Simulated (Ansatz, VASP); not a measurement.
# GaAs in two plane-wave programs

One calculation is typed for both programs; each brings its own data sets. How far apart do they land? The cell is taken from a series of runs on this material, whose earlier steps may have relaxed, scaled, displaced or heated it; both programs get it as it stands.

Main program and level: Ansatz 0.2.0; plane waves, with VASP 6.6.1 beside it; relaxation of cell and atoms at PBE with D3(BJ).

### Step 1. Set-up

The structure is cubic, space group F-43m (No. 216). Conventional cell: a = 5.676 Å, b = 5.676 Å, c = 5.676 Å, α = 90.00°, β = 90.00°, γ = 90.00°. Nearest to Ga lie 4 As at 2.46 Å. As has 4 Ga at 2.46 Å nearest. Farther neighbours are not listed.

### Step 2. VASP: relaxation of cell and atoms, PBE with D3(BJ)

The relaxed volume is the usual yardstick between codes: in a stiff, nearly cubic crystal its relative difference is about their pressure difference at one cell divided by the bulk modulus.

Lines of VASP's logs that name or quote its potential files are left out, and so is its time.

The input, INCAR:

```
SYSTEM = GaAs
PREC = Accurate
ENCUT = 500
EDIFF = 1E-07
NELM = 120
ISMEAR = 0
SIGMA = 0.01
LREAL = .FALSE.
ALGO = Normal
GGA = PE
IVDW = 12
NBANDS = 15
LORBIT = 11
LWAVE = .FALSE.
LCHARG = .FALSE.
ISIF = 3
IBRION = 2
NSW = 80
EDIFFG = -0.005
LASPH = .TRUE.
GGA_COMPAT = .FALSE.
NELMIN = 4
EFERMI = MIDGAP
```

The input, POSCAR:

```
GaAs
1.0
    0.0000000000      2.8377510000      2.8377510000
    2.8377510000      0.0000000000      2.8377510000
    2.8377510000      2.8377510000      0.0000000000
Ga As
1 1
Direct
    0.0000000000      0.0000000000      0.0000000000
    0.2499999119      0.2499999119      0.2499999119
```

The input, KPOINTS:

```
Automatic mesh
0
Gamma
12 12 12
0 0 0
```

Potentials, in the order of the species: Ga_d and As (PBE family, release 64).

On the command line:

```sh
mpirun -np 1 vasp_std
```

Numbers of over 12 decimals in the logs are rounded to 6 here.

The program printed:

```text
[banner, memory and clock lines left out]
running    1 mpi-ranks, on    1 nodes
 distrk:  each k-point on    1 cores,    1 groups
 distr:  one band on    1 cores,    1 groups

 POSCAR found type information on POSCAR GaAs
 POSCAR found :  2 types and       2 ions
 LDA part: xc-table for (Slater+PW92), standard interpolation
 POSCAR, INCAR and KPOINTS ok, starting setup
 FFT: planning ... GRIDC
 FFT: planning ... GRID_SOFT
 FFT: planning ... GRID
 WAVECAR not read
 entering main loop
       N       E                     dE             d eps       ncg     rms          rms(c)
DAV:   1     0.822043580473E+02    0.82204E+02   -0.88936E+03  2223   0.160E+03
DAV:   2    -0.193367731645E+01   -0.84138E+02   -0.80822E+02  2391   0.316E+02
DAV:   3    -0.832082568692E+01   -0.63871E+01   -0.63628E+01  2706   0.690E+01
DAV:   4    -0.841710357352E+01   -0.96278E-01   -0.96265E-01  2515   0.940E+00
DAV:   5    -0.841852326585E+01   -0.14197E-02   -0.14197E-02  2839   0.104E+00    0.287E+00
DAV:   6    -0.827932654777E+01    0.13920E+00   -0.22281E-01  3301   0.832E+00    0.173E+00
DAV:   7    -0.826032999955E+01    0.18997E-01   -0.63886E-02  2773   0.188E+00    0.560E-01
DAV:   8    -0.826115410481E+01   -0.82411E-03   -0.10175E-02  2636   0.121E+00    0.104E-01
DAV:   9    -0.826155151626E+01   -0.39741E-03   -0.97224E-04  2566   0.386E-01    0.521E-02
DAV:  10    -0.826161500258E+01   -0.63486E-04   -0.71188E-05  2863   0.884E-02    0.281E-02
DAV:  11    -0.826166609647E+01   -0.51094E-04   -0.73765E-05  2405   0.660E-02    0.328E-03
DAV:  12    -0.826166644353E+01   -0.34706E-06   -0.12099E-06  2734   0.156E-02    0.139E-03
DAV:  13    -0.826166678333E+01   -0.33980E-06   -0.50868E-07  2559   0.517E-03    0.636E-04
DAV:  14    -0.826166677557E+01    0.77607E-08   -0.81696E-09  1927   0.103E-03
   1 F= -.89033311E+01 E0= -.89033311E+01  d E =-.890333E+01
 curvature:   0.00 expect dE= 0.000E+00 dE for cont linesearch  0.000E+00
 trial: gam= 0.00000 g(F)=  0.439E-42 g(S)=  0.222E-03 ort = 0.000E+00 (trialstep = 0.100E+01)
 search vector abs. value=  0.222E-03
 bond charge predicted
       N       E                     dE             d eps       ncg     rms          rms(c)
DAV:   1    -0.826694510732E+01   -0.52783E-02   -0.30488E-02  2713   0.323E+00    0.285E-01
DAV:   2    -0.826503575730E+01    0.19094E-02   -0.31119E-03  2671   0.121E+00    0.131E-01
DAV:   3    -0.826454733634E+01    0.48842E-03   -0.53406E-04  2776   0.438E-01    0.282E-02
DAV:   4    -0.826450273588E+01    0.44600E-04   -0.53058E-05  2497   0.984E-02    0.986E-03
DAV:   5    -0.826449571176E+01    0.70241E-05   -0.41450E-06  2643   0.273E-02    0.209E-03
DAV:   6    -0.826449562743E+01    0.84328E-07   -0.25907E-07  2420   0.667E-03
   2 F= -.89033923E+01 E0= -.89033923E+01  d E =-.611300E-04
 trial-energy change:   -0.000061  1 .order   -0.000050   -0.000222    0.000122
 step:   0.6872(harm=  0.6456)  dis= 0.00000  next Energy=    -8.903411 (dE=-0.798E-04)
 bond charge predicted
       N       E                     dE             d eps       ncg     rms          rms(c)
DAV:   1    -0.826388379409E+01    0.61192E-03   -0.29560E-03  2720   0.998E-01    0.894E-02
DAV:   2    -0.826369669576E+01    0.18710E-03   -0.30669E-04  2678   0.385E-01    0.411E-02
DAV:   3    -0.826365003037E+01    0.46665E-04   -0.51094E-05  2776   0.135E-01    0.896E-03
DAV:   4    -0.826364620540E+01    0.38250E-05   -0.50856E-06  2469   0.299E-02    0.311E-03
DAV:   5    -0.826364576044E+01    0.44496E-06   -0.41163E-07  2538   0.865E-03    0.643E-04
DAV:   6    -0.826364576552E+01   -0.50868E-08   -0.20000E-08  1227   0.186E-03
   3 F= -.89034063E+01 E0= -.89034063E+01  d E =-.751750E-04
 curvature:  -0.32 expect dE=-0.456E-06 dE for cont linesearch -0.456E-06
 trial: gam=-0.07389 g(F)=  0.808E-41 g(S)=  0.143E-05 ort = 0.178E-04 (trialstep = 0.937E+00)
 search vector abs. value=  0.935E-08
 reached required accuracy - stopping structural energy minimisation
```

Parts of OUTCAR (step 2):

```text
ion  position               nearest neighbor table
   1  0.000  0.000  0.000-   2 2.46   2 2.46   2 2.46   2 2.46
   2  0.250  0.250  0.250-   1 2.46   1 2.46   1 2.46   1 2.46

  LATTYP: Found a face centered cubic cell.
 ALAT       =     5.6755020000

 Subroutine GETGRP returns: Found 24 space group operations
 (whereof 24 operations were pure point group operations)

The static configuration has the point symmetry T_d .

 Found     72 irreducible k-points:

   k-points           NKPTS =     72   k-points in BZ     NKDIM =     72   number of bands    NBANDS=     15

   dimension x,y,z NGX =    30 NGY =   30 NGZ =   30
   dimension x,y,z NGXF=    60 NGYF=   60 NGZF=   60

   ENCUT  =  500.0 eV  36.75 Ry    6.06 a.u.   7.32  7.32  7.32*2*pi/ulx,y,z

   NELECT =      18.0000    total number of electrons

 k-points in reciprocal lattice and weights: Automatic mesh
   0.00000000  0.00000000  0.00000000       0.001
   0.08333333  0.00000000  0.00000000       0.005
   0.16666667  0.00000000  0.00000000       0.005
   0.25000000  0.00000000  0.00000000       0.005
   0.33333333  0.00000000  0.00000000       0.005
   0.41666667  0.00000000  0.00000000       0.005
   0.50000000  0.00000000  0.00000000       0.002
   0.08333333  0.08333333  0.00000000       0.003
   0.16666667  0.08333333  0.00000000       0.014
[...]
-0.33333333  0.50000000  0.16666667       0.007
  -0.25000000  0.50000000  0.25000000       0.003

 Edisp (eV)   -0.63890

 average (electrostatic) potential at core
       1 -66.5054       2 -50.4503

 E-fermi :   4.0041

 k-point     1 :       0.0000    0.0000    0.0000
  band No.  band energies     occupation
    ...
      5     -10.9073      2.00000
      6      -8.8263      2.00000
      7       3.7974      2.00000
      8       3.7974      2.00000
      9       3.7974      2.00000
     10       4.2109      0.00000
     11       7.5237      0.00000
     12       7.5237      0.00000
     13       7.5237      0.00000
     14      11.3413      0.00000
    ...

 k-point     2 :       0.0833    0.0000    0.0000
  band No.  band energies     occupation
    ...
      5     -10.9074      2.00000
      6      -8.7461      2.00000
      7       2.5672      2.00000
      8       3.6865      2.00000
      9       3.6865      2.00000
     10       5.0809      0.00000
     11       7.6712      0.00000
     12       7.6893      0.00000
     13       7.6893      0.00000
     14      11.8022      0.00000
    ...

 k-point     3 :       0.1667    0.0000    0.0000
  band No.  band energies     occupation
    ...
      5     -10.9074      2.00000
      6      -8.5127      2.00000
      7       1.0910      2.00000
      8       3.4251      2.00000
      9       3.4251      2.00000
     10       5.3730      0.00000
     11       8.0613      0.00000
     12       8.0613      0.00000
     13       8.4350      0.00000
     14      12.6876      0.00000
    ...

 Edisp (eV)   -0.63976

  Total       0.00445     0.00445     0.00445     0.00000    -0.00000     0.00000
  in kB       0.15554     0.15554     0.15554     0.00000    -0.00000     0.00000
  external pressure =        0.16 kB  Pullay stress =        0.00 kB

  energy-cutoff  :      500.00
  volume of cell :       45.83
      direct lattice vectors                 reciprocal lattice vectors
    -0.000000000  2.840355740  2.840355740    -0.176034288  0.176034288  0.176034288
     2.840355740  0.000000000  2.840355740     0.176034288 -0.176034288  0.176034288
     2.840355740  2.840355740 -0.000000000     0.176034288  0.176034288 -0.176034288

 POSITION                                       TOTAL-FORCE (eV/Angst)
 -----------------------------------------------------------------------------------
      0.00000      0.00000      0.00000         0.000000      0.000000      0.000000
      1.42018      1.42018      1.42018        -0.000000     -0.000000     -0.000000
 -----------------------------------------------------------------------------------
    total drift:                                0.000071      0.000071      0.000071

  FREE ENERGIE OF THE ION-ELECTRON SYSTEM (eV)
  ---------------------------------------------------
  free  energy   TOTEN  =        -8.9034063242 eV

  energy  without entropy=       -8.9034063242  energy(sigma->0) =       -8.90340632

 reached required accuracy - stopping structural energy minimisation

 total charge
# of ion       s       p       d       tot
------------------------------------------
    1        0.883   0.788   9.992  11.662
    2        1.211   1.588   0.030   2.829
--------------------------------------------------
tot          2.093   2.375  10.022  14.491

[... 3 further parts left out ...]
```

CONTCAR:

```
GaAs
   1.00000000000000
    -0.0000000000000000    2.8403557399671291    2.8403557399671291
     2.8403557399671291    0.0000000000000000    2.8403557399671291
     2.8403557399671291    2.8403557399671291   -0.0000000000000000
  Ga              As
     1     1
Direct
     0.0000000000000000    0.0000000000000000    0.0000000000000000
     0.2499999118999980    0.2499999118999980    0.2499999118999980
```

### Step 3. Ansatz: relaxation of cell and atoms, PBE with D3(BJ)

Ansatz runs on its default PAW (the set named soft_2) files.

The same cell, functional and mesh now go to Ansatz, which takes its cutoff from its data sets.

The input, input.yaml:

```yaml
crystal:
  lattice:
    - [0.0, 2.8377509917, 2.8377509917]
    - [2.8377509917, 0.0, 2.8377509917]
    - [2.8377509917, 2.8377509917, 0.0]
  atoms:
    - { symbol: Ga, position: [0.0, 0.0, 0.0] }
    - { symbol: As, position: [0.25, 0.25, 0.25] }
kpoints:
  mp_grid: { grid: [12, 12, 12] }
hamiltonian:
  xc: pbe
  dispersion: d3bj
scf:
  occupations: { method: fixed }
output:
  forces: true
  stress: true
  eigenvalues: true
relax:
  adjacent_minimum: "off"
  f_tol: 0.001
  max_steps: 60
  cell: { stress_tol: 0.01 }
```

On the command line:

```sh
ansatz run input.yaml --threads 4 --pin off --max-ram 7168MiB --backend cpu --events-out ev --progress --plain --runs-dir out
```

The program printed:

```text
Engine: ansatz 0.2.0, x86_64-unknown-linux-gnu
Pseudopotentials: kind: paw
Pseudopotential: Ga, paw, valence charge 13, recommended cutoff 420 eV (normal), Ga.paw.azcp
Pseudopotential: As, paw, valence charge 15, recommended cutoff 420 eV (normal), As.paw.azcp
Functional definition: PBE
  parameter kappa = 0.804
  parameter beta = 0.066725
  exchange = pbe_x(kappa = kappa, mu = beta*pi^2/3)
  correlation = pbe_c(beta = beta)
Crystal: 2 atoms, lattice volume = 45.704 Å³
Basis set: ecut = 420 eV, 893 PW (Γ), exchange–correlation on 54×54×54 points (8 copies of the dense FFT grid, shifted against one another)
Bands: 18, of which v1, the nominal top of the filled ones, is band 14 counted from 1 (13 counted from 0)
Symmetry: 24 space group operations
Space group: F-43m (ITA 216), of the structure as read, at distance tolerance 3.6e-5 Å
k-points: 72 of 1728 (time reversal used)
Non-local potential: Ga, projectors of the file, l = 0: 2, l = 1: 2, l = 2: 3, l = 3: 1
Non-local potential: As, projectors of the file, l = 0: 2, l = 1: 2, l = 2: 3, l = 3: 1
PAW form: soft (Blöchl's): semilocal exchange-correlation on the pseudo side does not see the compensation charge
PAW one-centre angular grid: Ga, 590 points (default); XC on 64 Gauss nodes
PAW one-centre angular grid: As, 590 points (default); XC on 64 Gauss nodes
Initial density: superposition of atomic densities (neutral atoms: chi_scale 0, normalization atom), corrected by the library's trained network
Initial wavefunctions: pseudopotential atomic-orbital guess
Functional: x = pbe(κ = 0.804, μ = 0.219515), c = pbe(β = 0.066725)
SCF iter   1: F=—  HF=-8640.491104 eV  |F-HF|=—  |Δ(HF+E_count)|=         —  Δρ=1.87e-3  dr2=2.80e-3  ethr=1.77e-3  ⟨swp⟩=4.7  Hψ=5381  notcnv=0  defer=116
preconditioner: auto → none  [insulator: Δε(μ)=0.421 eV  Ē_g=15.433 eV  n_scr=14 (ndim 8)  ℏωp=23.3 eV  f_vac=0.094  ε∞_Penn≈3.3]
SCF iter   2: F=—  HF=-8640.489959 eV  |F-HF|=—  |Δ(HF+E_count)|=   1.15e-3  Δρ=9.30e-4  dr2=3.67e-4  ethr=9.99e-6  ⟨swp⟩=2.0  Hψ=2673  notcnv=0  defer=137
SCF iter   3: F=—  HF=-8640.489865 eV  |F-HF|=—  |Δ(HF+E_count)|=   9.32e-5  Δρ=2.91e-4  dr2=4.72e-5  ethr=1.31e-6  ⟨swp⟩=2.0  Hψ=2095  notcnv=0  defer=137
SCF iter   4: F=—  HF=-8640.489886 eV  |F-HF|=—  |Δ(HF+E_count)|=   2.03e-5  Δρ=1.49e-4  dr2=1.41e-5  ethr=1.69e-7  ⟨swp⟩=2.0  Hψ=1853  notcnv=0  defer=14
SCF iter   5: F=—  HF=-8640.489893 eV  |F-HF|=—  |Δ(HF+E_count)|=   7.33e-6  Δρ=4.23e-5  dr2=9.15e-7  ethr=5.05e-8  ⟨swp⟩=2.0  Hψ=1584  notcnv=0  defer=107
SCF iter   6: F=-8640.489894 eV  HF=-8640.489894 eV  |F-HF|=2.78e-9  |Δ(HF+E_count)|=   6.34e-7  Δρ=5.89e-6  dr2=2.74e-8  ethr=3.57e-10  ⟨swp⟩=5.1  Hψ=7022  notcnv=0
SCF 1 converged in 6 iterations: F = -8640.489894 eV  dr2 = 2.74e-8
  greatest PAW one-centre occupation: 0.999 electrons in one spin orbital (limit 2), on the As atom at site 1 (counted from 0), in its partial waves of l = 2
relax step   1: F+E_penalty+E_count = -8640.48989374 eV  Δ(F+E_penalty+E_count) = +0.000e0 eV  max|allowed force component| = 1.376e-16 eV/Å  Δτ_max = 0.0000 Å  P = +0.012 GPa  Ω = 45.704 Å³  (6 SCF iters, dr2 threshold 1.00e-7 eV, accepted)
[...]
relax step   2: F+E_penalty+E_count = -8640.48989263 eV  Δ(F+E_penalty+E_count) = +1.115e-6 eV  max|allowed force component| = 2.848e-17 eV/Å  Δτ_max = 0.0000 Å  P = +0.002 GPa  Ω = 45.711 Å³  energy of the carried Pulay correction = -1.454e-6 eV  (4 SCF iters, dr2 threshold 3.87e-10 eV, accepted)
[...]
relax step   3: F+E_penalty+E_count = -8640.48989263 eV  Δ(F+E_penalty+E_count) = -2.055e-10 eV  max|allowed force component| = 2.718e-17 eV/Å  Δτ_max = 0.0000 Å  P = +0.002 GPa  Ω = 45.711 Å³  stress off target by 2.33e-3 GPa  SCF on the basis re-selected at this cell (its energy is not comparable with the rows above)  (6 SCF iters)
basis re-selected at this cell: Δ(F+E_penalty+E_count) = -2.055e-10 eV, ΔP = +0.000 GPa vs the last step (what re-selecting the basis moved, of the pressure what is left beyond the Pulay correction that the steps carried, after the strain that the cell walked since its last selection, with what the two solves' SCF thresholds leave and, on support functions, any second-order correction that the steps lacked; it is no  [...]
SCF converged after 6 iterations
Free energy (F): -8640.489893 eV
Harris-Foulkes:  -8640.489893 eV  (|F-HF|=1.82e-12)
Internal energy: -8640.489893 eV  (E = F + TS)
E sigma→0 (E₀):  -8640.489893 eV
Fermi energy:    8.023563 eV
--- Per-component energies (eV) ---
  E_band       = -315.797635
  E_kinetic    = 219.153019
  E_local      = -3932.448984  (includes V_loc(G=0)·N_el)
  E_nonlocal   = -245.802712
  E_hartree    = 1980.088270
  E_xc         = -148.344339
  E_vxc        = -137.320985  (∫ρ·V_xc dr)
  E_paw        = -3824.268278  (= ΣΔE_a)
  E_vpaw       = -179.554435  (= ΣTr[D̂ρ^β])
  E_aug_tail   = -0.000121  (compensation charges beyond the density's cutoff)
  E_ewald      = -2688.225023
  E_disp       = -0.641725  (pairwise vdW)
  E_smearing   = -0.000000  (= −TS)
  E_closure    = -0.000000  (closes the sum)
  Σ components = -8640.489893   (vs F -8640.489893, Δ=0.00e0)
--- Forces (eV/Å), atoms counted from 1 ---
  atom   1  Ga     0.00000000    -0.00000000    -0.00000000
  atom   2  As    -0.00000000     0.00000000     0.00000000
  max |Σ_I F_I| component: 4.28e-17 eV/Å
--- Stress (GPa, compression-positive) ---
        0.002328       0.000000       0.000000
        0.000000       0.002328       0.000000
        0.000000       0.000000       0.002328
  P = ⅓ Tr σ = 0.0023 GPa (0.023 kbar)
--- Band table (eV; the first three rows and the last of 72) ---
  k-point 0: bands = [... 10 lower, -4.6204, 8.0236, 8.0236, 8.0236, 8.4524, 11.7614, 11.7614, 11.7614]
  k-point 1: bands = [... 10 lower, -4.5399, 6.7967, 7.9125, 7.9125, 9.3187, 11.9084, 11.9273, 11.9273]
  k-point 2: bands = [... 10 lower, -4.3055, 5.3181, 7.6507, 7.6507, 9.6110, 12.3001, 12.3001, 12.6730]
  k-point 71: bands = [... 10 lower, -2.1169, 1.4506, 4.5482, 4.7412, 12.5925, 12.7422, 13.4031, 14.0688]
--- Relaxed structure (2 steps of the walk, 2 accepted, 1 SCFs on fresh bases) ---
  F+E_penalty+E_count = -8640.48989263 eV   max|allowed force component| = 2.718e-17 eV/Å   (the final SCF, on the basis selected at the relaxed cell)
  cell:  # Å, volume = 45.7108 Å³
    - [0, 2.837894, 2.837894]
    - [2.837894, 0, 2.837894]
    - [2.837894, 2.837894, 0]
  atoms:
    - { symbol: Ga, position: [0, 0, 0] }
    - { symbol: As, position: [0.25, 0.25, 0.25] }
```

### Step 4. Comparison

Known differences besides the potentials themselves: fixed occupations in Ansatz, narrow Gaussian smearing in VASP; the data sets hold 28 valence electrons in Ansatz (on its default PAW (the set named soft_2) files) and 18 in VASP; the cutoff is 420 eV in Ansatz and 500 eV in VASP; Ansatz adds a Pulay correction to the stress that steers its cell, VASP none. Total energies have different zeros and are not compared.

The two programs side by side:

| quantity | Ansatz | VASP | difference |
| --- | --- | --- | --- |
| volume (Å³) | 45.71 | 45.83 | -0.26 % |
| edge a after relaxation, in the typed setting (Å) | 4.013 | 4.017 | -0.09 % |

### Step 5. Results

* difference in volume (relaxation of cell and atoms, PBE with D3(BJ)): -0.26 %

**Reading.** The difference in volume is -0.26 % (relaxation of cell and atoms, PBE with D3(BJ)), within the 1.2 % picked in this series as the mark of a large difference, as far as the stopping tolerances let one tell. The data sets hold unlike numbers of valence electrons (28 in Ansatz and 18 in VASP), so part of the differences comes from the potentials. Such differences can come from data sets, numerical settings and the points named under the comparisons, not from the functional's error against experiment.

[Lines on the potential files, build, host, timing and source positions are cut from VASP's logs without a mark.]

[Logs are printed without paths, hosts, clocks, repeated set-up lines and the standing remarks that a program may print on its own settings, such as how far it seeks lower states.]

[Hosts, paths, dates, database ids (printed as entryN), source tags and the programs' standing remarks are cut or masked in the printed files.]
